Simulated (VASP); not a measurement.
Computed with PBE GGA, VASP's PBE PAW potentials (set 64) (plane waves; VASP 6.6.1).

VASP ran on this input.

**POSCAR**
```
Ta2N
3.0506030
  1.0000000000   0.0000000000   0.0000000000
 -0.4999998361   0.8660255038   0.0000000000
  0.0000000000   0.0000000000   1.5644261151
Ta N
2 1
Cartesian
  0.5000005546   0.2886748793   1.1659511393
 -0.0000003907   0.5773506245   0.3984749758
  0.0000000000   0.0000000000   0.0000000000
```

File KPOINTS:
```
K-points
0
gamma
 10 10 6
```

**INCAR**
```
SYSTEM = Ta2N
PREC = Accurate; ENCUT = 400; LREAL = .False.
LASPH = .True.
EDIFF = 1E-6; NELM = 100; ALGO = Normal
LMAXMIX = 6
ISMEAR = -1; SIGMA = 0.136
GGA = PE
ISIF = 2
LWAVE = .False.; LCHARG = .False.
```

POTCAR, in this order: Ta_pv N (PBE.64 set). Program: vasp_std.

What VASP printed:

**OUTCAR**
```
 ion  position               nearest neighbor table
   1  0.667  0.333  0.745-   3 2.14   3 2.14   3 2.14   2 2.93   2 2.93   2 2.93   2 3.00   2 3.00
                             2 3.00
   2  0.333  0.667  0.255-   3 2.14   3 2.14   3 2.14   1 2.93   1 2.93   1 2.93   1 3.00   1 3.00
                             1 3.00
   3  0.000  0.000  0.000-   1 2.14   2 2.14   1 2.14   2 2.14   1 2.14   2 2.14
  LATTYP: Found a hexagonal cell.
 ALAT       =     3.0506030000
 C/A-ratio  =     1.5644261151
 Subroutine PRICEL returns:
 Original cell was already a primitive cell.
 Subroutine GETGRP returns: Found 12 space group operations
The static configuration has the point symmetry D_3d.
The dynamic configuration has the point symmetry D_3d.
 Subroutine INISYM returns: Found 12 space group operations
 Subroutine IBZKPT returns following result:
 Found     72 irreducible k-points:

 Following reciprocal coordinates:
            Coordinates               Weight
  0.000000  0.000000  0.000000      1.000000
  0.100000  0.000000  0.000000      6.000000
  0.200000  0.000000  0.000000      6.000000
  0.300000  0.000000  0.000000      6.000000
  0.400000  0.000000  0.000000      6.000000
  0.500000  0.000000  0.000000      3.000000
  0.100000  0.100000  0.000000      6.000000
  0.200000  0.100000  0.000000     12.000000
  0.300000  0.100000  0.000000     12.000000
  0.400000  0.100000  0.000000     12.000000
  0.200000  0.200000  0.000000      6.000000
  0.300000  0.200000  0.000000     12.000000
  0.400000  0.200000  0.000000      6.000000
  0.300000  0.300000  0.000000      6.000000
  0.000000  0.000000  0.166667      2.000000
  0.100000  0.000000  0.166667      6.000000
  0.000000  0.100000  0.166667      6.000000
  0.200000  0.000000  0.166667      6.000000
  0.000000  0.200000  0.166667      6.000000
  0.300000  0.000000  0.166667      6.000000
  0.000000  0.300000  0.166667      6.000000
  0.400000  0.000000  0.166667      6.000000
  0.000000  0.400000  0.166667      6.000000
  0.500000  0.000000  0.166667      6.000000
  0.100000  0.100000  0.166667     12.000000
  0.200000  0.100000  0.166667     12.000000
 -0.100000  0.300000  0.166667     12.000000
  0.300000  0.100000  0.166667     12.000000
 -0.100000  0.400000  0.166667     12.000000
  0.400000  0.100000  0.166667     12.000000
 -0.100000  0.500000  0.166667     12.000000
  0.200000  0.200000  0.166667     12.000000
  0.300000  0.200000  0.166667     12.000000
 -0.200000  0.500000  0.166667     12.000000
  0.400000  0.200000  0.166667     12.000000
  0.300000  0.300000  0.166667     12.000000
  0.000000  0.000000  0.333333      2.000000
  0.100000  0.000000  0.333333      6.000000
  0.000000  0.100000  0.333333      6.000000
  0.200000  0.000000  0.333333      6.000000
   k-points           NKPTS =     72   k-points in BZ     NKDIM =     72   number of bands    NBANDS=     17
   number of dos      NEDOS =    301   number of ions     NIONS =      3
   total plane-waves  NPLWV =  12800
   dimension x,y,z NGX =    20 NGY =   20 NGZ =   32
   dimension x,y,z NGXF=    40 NGYF=   40 NGZF=   64
   ions per type =               2   1
   PREC   = accura    normal or accurate (medium, high low for compatibility)
   ISTART =      0    job   : 0-new  1-cont  2-samecut
   ICHARG =      2    charge: 1-file 2-atom 10-const
   ISPIN  =      1    spin polarized calculation?
   LNONCOLLINEAR =      F non collinear calculations
   LSORBIT =      F    spin-orbit coupling
   INIWAV =      1    electr: 0-lowe 1-rand  2-diag
   ENCUT  =  400.0 eV  29.40 Ry    5.42 a.u.   4.97  4.97  7.78*2*pi/ulx,y,z
   NELM   =    100;   NELMIN=  2; NELMDL= -5     # of ELM steps
...
```

**OSZICAR**
```
       N       E                     dE             d eps       ncg     rms          rms(c)
DAV:   1     0.185809625525E+03    0.18581E+03   -0.13485E+04  2464   0.136E+03
DAV:   2    -0.307147603397E+02   -0.21652E+03   -0.21397E+03  2919   0.397E+02
DAV:   3    -0.373879782144E+02   -0.66732E+01   -0.65211E+01  3308   0.641E+01
DAV:   4    -0.374722105687E+02   -0.84232E-01   -0.83282E-01  3063   0.610E+00
DAV:   5    -0.374730021902E+02   -0.79162E-03   -0.78622E-03  3303   0.488E-01    0.301E+01
DAV:   6    -0.346230013665E+02    0.28500E+01   -0.20018E+01  2773   0.289E+01    0.147E+01
DAV:   7    -0.343448535358E+02    0.27815E+00   -0.21168E+00  2824   0.964E+00    0.747E+00
DAV:   8    -0.342970379273E+02    0.47816E-01   -0.22909E-01  3088   0.432E+00    0.489E-01
DAV:   9    -0.342930497546E+02    0.39882E-02   -0.38627E-02  3120   0.130E+00    0.232E-01
DAV:  10    -0.342927249195E+02    0.32484E-03   -0.84508E-03  3002   0.679E-01    0.943E-02
DAV:  11    -0.342925351210E+02    0.18980E-03   -0.16782E-03  2810   0.241E-01    0.270E-02
DAV:  12    -0.342925344722E+02    0.64885E-06   -0.91738E-05  3153   0.717E-02    0.568E-03
DAV:  13    -0.342925335671E+02    0.90504E-06   -0.28726E-06  3074   0.154E-02
   1 F= -.34292534E+02 E0= -.34256076E+02  d E =-.729147E-01
```

File OUTCAR:
```
------------------------ aborting loop because EDIFF is reached ----------------------------------------
  FORCE on cell =-STRESS in cart. coord.  units (eV):
  Direction    XX          YY          ZZ          XY          YZ          ZX
  --------------------------------------------------------------------------------------
  Total        3.8746452      3.8746461      4.2321836      0.0000007      0.0000000      0.0000000
  in kB      161.3985793    161.3986166    176.2918626      0.0000305      0.0000000      0.0000000
  external PRESSURE =     166.3630195 kB  Pullay stress =       0.0000000 kB
  volume of cell :       38.46
      direct lattice vectors                 reciprocal lattice vectors
     3.050603000  0.000000000  0.000000000     0.327804044  0.189257669  0.000000000
    -1.525301000  2.641900000  0.000000000     0.000000000  0.378515462  0.000000000
     0.000000000  0.000000000  4.772443000     0.000000000  0.000000000  0.209536290
 POSITION                                       TOTAL-FORCE (eV/Angst)
 -----------------------------------------------------------------------------------
      1.52530      0.88063      3.55685         0.000000     -0.000000     -0.409317
     -0.00000      1.76127      1.21559        -0.000000      0.000000      0.409317
      0.00000      0.00000      0.00000         0.000000      0.000000      0.000000
 -----------------------------------------------------------------------------------
    total drift:                               -0.000000      0.000000      0.000000
  FREE ENERGIE OF THE ION-ELECTRON SYSTEM (eV)
  ---------------------------------------------------
  free  energy   TOTEN  =       -34.2925335671 eV

  energy  without entropy=      -34.2196188358  energy(sigma->0) =      -34.25607620
```
(Selected blocks of OUTCAR.)

OUTCAR:
```
 val. band max:        8.0181703872   @ k =   0.1000   0.0000   0.0000

 cond. band min:       8.0447590036   @ k =  -0.1000   0.4000   0.1667


 Fermi energy:         8.0415920377

 k-point     1 :       0.0000    0.0000    0.0000
  band No.  band energies     occupation
      1     -27.6626      2.00000
      2     -26.7584      2.00000
      3     -26.7584      2.00000
      4     -26.6074      2.00000
      5     -26.6074      2.00000
      6     -26.4794      2.00000
      7      -9.7238      2.00000
      8      -0.7480      2.00000
      9       1.6771      2.00000
     10       1.6771      2.00000
     11       3.1139      2.00000
     12       7.3342      1.98905
     13       7.7960      1.71775
     14       7.7960      1.71774
     15       8.3386      0.20247
     16       8.3464      0.19219
     17       8.3464      0.19216

 k-point     2 :       0.1000    0.0000    0.0000
  band No.  band energies     occupation
      1     -27.6263      2.00000
      2     -26.8320      2.00000
      3     -26.7849      2.00000
      4     -26.6808      2.00000
      5     -26.6128      2.00000
      6     -26.4932      2.00000
      7      -9.6052      2.00000
      8      -0.4970      2.00000
      9       1.0027      2.00000
     10       1.6845      2.00000
     11       3.7042      2.00000
     12       6.4800      1.99998
     13       7.2881      1.99218
     14       8.0180      1.08640
     15       8.0182      1.08590
     16       8.0953      0.80511
     17       9.4081      0.00009

 k-point     3 :       0.2000    0.0000    0.0000
  band No.  band energies     occupation
      1     -27.5251      2.00000
      2     -27.0250      2.00000
      3     -26.8616      2.00000
      4     -26.8490      2.00000
      5     -26.6316      2.00000
      6     -26.5370      2.00000
      7      -9.3250      2.00000
      8      -0.0129      2.00000
      9       0.2787      2.00000
     10       1.6601      2.00000
     11       4.2397      2.00000
...
```

At this cut-off the stress carries a Pulay error, which pulls relaxed volumes low. Unless said otherwise, spin-orbit coupling is left out, though it shifts the bands of the heavy elements here.

The structure comes from a computed database's Ta2N entry; how it stands against other phases isn't given here. The cell was not relaxed at this level, and its volume differs by -5.9 % from the start's. The electron count is odd and the run is not spin-polarised, which forces a metal. VASP warned that the highest band is occupied, so more bands are needed.
